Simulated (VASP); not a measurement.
Output of a VASP run:

OUTCAR:
```
 ion  position               nearest neighbor table
   1  0.000  0.000  0.000-   3 2.78   4 2.78   5 2.78   3 2.78   4 2.78   4 2.78   5 2.78   4 2.78
                             3 2.78   5 2.78   3 2.78   5 2.78   2 3.40   2 3.40   2 3.40   2 3.40
   2  0.500  0.500  0.500-   3 1.96   4 1.96   5 1.96   5 1.96   3 1.96   4 1.96   1 3.40   1 3.40
                             1 3.40   1 3.40   1 3.40   1 3.40   1 3.40   1 3.40
   3  0.500  0.000  0.500-   2 1.96   2 1.96   1 2.78   1 2.78   1 2.78   1 2.78
   4  0.000  0.500  0.500-   2 1.96   2 1.96   1 2.78   1 2.78   1 2.78   1 2.78
   5  0.500  0.500  0.000-   2 1.96   2 1.96   1 2.78   1 2.78   1 2.78   1 2.78
  LATTYP: Found a simple cubic cell.
 ALAT       =     3.9272247231
 Subroutine PRICEL returns:
 Original cell was already a primitive cell.
 Subroutine GETGRP returns: Found 48 space group operations
The static configuration has the point symmetry O_h .
The dynamic configuration has the point symmetry O_h .
 Subroutine INISYM returns: Found 48 space group operations
 Subroutine IBZKPT returns following result:
 Found     20 irreducible k-points:

 Following reciprocal coordinates:
            Coordinates               Weight
  0.000000  0.000000  0.000000      1.000000
  0.166667  0.000000  0.000000      6.000000
  0.333333  0.000000  0.000000      6.000000
  0.500000  0.000000  0.000000      3.000000
  0.166667  0.166667  0.000000     12.000000
  0.333333  0.166667  0.000000     24.000000
  0.500000  0.166667  0.000000     12.000000
  0.333333  0.333333  0.000000     12.000000
  0.500000  0.333333  0.000000     12.000000
  0.500000  0.500000  0.000000      3.000000
  0.166667  0.166667  0.166667      8.000000
  0.333333  0.166667  0.166667     24.000000
  0.500000  0.166667  0.166667     12.000000
  0.333333  0.333333  0.166667     24.000000
  0.500000  0.333333  0.166667     24.000000
  0.500000  0.500000  0.166667      6.000000
  0.333333  0.333333  0.333333      8.000000
  0.500000  0.333333  0.333333     12.000000
  0.500000  0.500000  0.333333      6.000000
  0.500000  0.500000  0.500000      1.000000
   k-points           NKPTS =     20   k-points in BZ     NKDIM =     20   number of bands    NBANDS=     24
   number of dos      NEDOS =    301   number of ions     NIONS =      5
   total plane-waves  NPLWV =  27000
   dimension x,y,z NGX =    30 NGY =   30 NGZ =   30
   dimension x,y,z NGXF=    60 NGYF=   60 NGZF=   60
   ions per type =               1   1   3
   PREC   = accura    normal or accurate (medium, high low for compatibility)
   ISTART =      0    job   : 0-new  1-cont  2-samecut
   ICHARG =      2    charge: 1-file 2-atom 10-const
   ISPIN  =      1    spin polarized calculation?
   LNONCOLLINEAR =      F non collinear calculations
   LSORBIT =      F    spin-orbit coupling
   INIWAV =      1    electr: 0-lowe 1-rand  2-diag
   ENCUT  =  520.0 eV  38.22 Ry    6.18 a.u.   7.30  7.30  7.30*2*pi/ulx,y,z
   NELM   =    100;   NELMIN=  2; NELMDL= -5     # of ELM steps
   EDIFF  = 0.1E-06   stopping-criterion for ELM
   LREAL  =      F    real-space projection
   NLSPLINE    = F    spline interpolate recip. space projectors
   LMAXMIX     =    4 max onsite mixed and CHGCAR
   VOSKOWN=      0    Vosko Wilk Nusair interpolation
   EDIFFG = 0.1E-05   stopping-criterion for IOM
   NSW    =      0    number of steps for IOM
   NBLOCK =      1;   KBLOCK =      1    inner block; outer block
   IBRION =     -1    ionic relax: 0-MD 1-quasi-New 2-CG
   NFREE  =      0    steps in history (QN), initial steepest desc. (CG)
   ISIF   =      2    stress and relaxation
   ISYM   =      2    0-nonsym 1-usesym 2-fastsym
   TEIN   =    0.0    initial temperature
   TEBEG  =    0.0;   TEEND  =   0.0 temperature during run
   SMASS  =  -3.00    Nose mass-parameter (am)
   PSTRESS=    0.0 pullay stress
   NELECT =      40.0000    total number of electrons
   EFERMI =   0.00;   METHOD = LEGACY
   ISMEAR =     0;   SIGMA  =   0.05  broadening in eV -4-tet -1-fermi 0-gaus
   IALGO  =     38    algorithm
   LDIAG  =      T    sub-space diagonalisation (order eigenvalues)
   IMIX   =      4    mixing-type and parameters
     AMIX     =   0.40;   BMIX     =  1.00
     AMIX_MAG =   1.60;   BMIX_MAG =  1.00
...
```

**OSZICAR**
```
       N       E                     dE             d eps       ncg     rms          rms(c)
DAV:   1     0.468147221352E+03    0.46815E+03   -0.21226E+04   960   0.183E+03
DAV:   2     0.710625981688E+01   -0.46104E+03   -0.45465E+03  1176   0.495E+02
DAV:   3    -0.407762088329E+02   -0.47882E+02   -0.46714E+02  1384   0.150E+02
DAV:   4    -0.428229528075E+02   -0.20467E+01   -0.20456E+01  1368   0.288E+01
DAV:   5    -0.428942014688E+02   -0.71249E-01   -0.71246E-01  1336   0.385E+00    0.250E+01
DAV:   6    -0.321113027057E+02    0.10783E+02   -0.71395E+01  1400   0.802E+01    0.104E+01
DAV:   7    -0.321592601035E+02   -0.47957E-01   -0.10093E+01  1208   0.240E+01    0.700E+00
DAV:   8    -0.320526600801E+02    0.10660E+00   -0.12368E+00  1280   0.112E+01    0.239E+00
DAV:   9    -0.320578191136E+02   -0.51590E-02   -0.21052E-01  1160   0.367E+00    0.932E-01
DAV:  10    -0.320551704957E+02    0.26486E-02   -0.88169E-02  1296   0.232E+00    0.690E-01
DAV:  11    -0.320503925465E+02    0.47779E-02   -0.40724E-02  1368   0.156E+00    0.155E-01
DAV:  12    -0.320500050978E+02    0.38745E-03   -0.33952E-03  1176   0.566E-01    0.524E-02
DAV:  13    -0.320500612343E+02   -0.56136E-04   -0.36396E-04  1384   0.175E-01    0.603E-02
DAV:  14    -0.320500087135E+02    0.52521E-04   -0.23319E-04  1304   0.107E-01    0.769E-03
DAV:  15    -0.320500102529E+02   -0.15395E-05   -0.94793E-06  1232   0.258E-02    0.118E-02
DAV:  16    -0.320500089850E+02    0.12680E-05   -0.53608E-06  1320   0.195E-02    0.330E-03
DAV:  17    -0.320500089536E+02    0.31406E-07   -0.26166E-07   952   0.383E-03
   1 F= -.32050009E+02 E0= -.32050009E+02  d E =-.702201E-15
```

**OUTCAR**
```
------------------------ aborting loop because EDIFF is reached ----------------------------------------
  FORCE on cell =-STRESS in cart. coord.  units (eV):
  Direction    XX          YY          ZZ          XY          YZ          ZX
  --------------------------------------------------------------------------------------
  Total        4.6363361      4.6363361      4.6363361     -0.0000000      0.0000000     -0.0000000
  in kB      122.6388971    122.6388971    122.6388971     -0.0000000      0.0000000     -0.0000000
  external PRESSURE =     122.6388971 kB  Pullay stress =       0.0000000 kB
  volume of cell :       60.57
      direct lattice vectors                 reciprocal lattice vectors
     3.927224723  0.000000000  0.000000000     0.254632742  0.000000000  0.000000000
     0.000000000  3.927224723  0.000000000     0.000000000  0.254632742  0.000000000
     0.000000000  0.000000000  3.927224723     0.000000000  0.000000000  0.254632742
 POSITION                                       TOTAL-FORCE (eV/Angst)
 -----------------------------------------------------------------------------------
      0.00000      0.00000      0.00000         0.000000      0.000000      0.000000
      1.96361      1.96361      1.96361         0.000000      0.000000      0.000000
      1.96361      0.00000      1.96361         0.000000      0.000000      0.000000
      0.00000      1.96361      1.96361         0.000000      0.000000      0.000000
      1.96361      1.96361      0.00000         0.000000      0.000000      0.000000
 -----------------------------------------------------------------------------------
    total drift:                                0.000000      0.000000     -0.000000
  FREE ENERGIE OF THE ION-ELECTRON SYSTEM (eV)
  ---------------------------------------------------
  free  energy   TOTEN  =       -32.0500089536 eV

  energy  without entropy=      -32.0500089536  energy(sigma->0) =      -32.05000895
```
(Selected blocks of OUTCAR.)

File POSCAR:
```
BaTiO3
1
    3.9272247231     0.0000000000     0.0000000000
    0.0000000000     3.9272247231     0.0000000000
    0.0000000000     0.0000000000     3.9272247231
Ba Ti O
1 1 3
Direct
  0.0000000000   0.0000000000   0.0000000000
  0.5000000000   0.5000000000   0.5000000000
  0.5000000000   0.0000000000   0.5000000000
  0.0000000000   0.5000000000   0.5000000000
  0.5000000000   0.5000000000   0.0000000000
```

Task: Reconstruct the remaining input files.

Result: This is not unique; one that fits is the input of the run itself, rev-vdW-DF2, plane waves, VASP's PBE PAW potentials (set 64).

KPOINTS:
```
Automatic mesh
0
Gamma
  6 6 6
0 0 0
```

### INCAR
```
SYSTEM = BaTiO3
PREC = Accurate
ENCUT = 520
EDIFF = 1E-7
NELM = 100
ALGO = Normal
LREAL = .FALSE.
LASPH = .TRUE.
ISMEAR = 0
SIGMA = 0.05
GGA = MK
PARAM1 = 0.1234568
PARAM2 = 0.7114
ZAB_VDW = -1.8867
LUSE_VDW = .TRUE.
AGGAC = 0.0
LMAXMIX = 4
LWAVE = .FALSE.
LCHARG = .FALSE.
ISIF = 2
```

POTCAR, in this order: Ba_sv Ti_sv O (PBE.64 set). Program: vasp_std.

The compound is BaTiO3 in the cubic perovskite structure, the ideal cubic form; the compound distorts at low or room temperature. This cell is one point of a volume scan, at 0.94 of the reference volume.
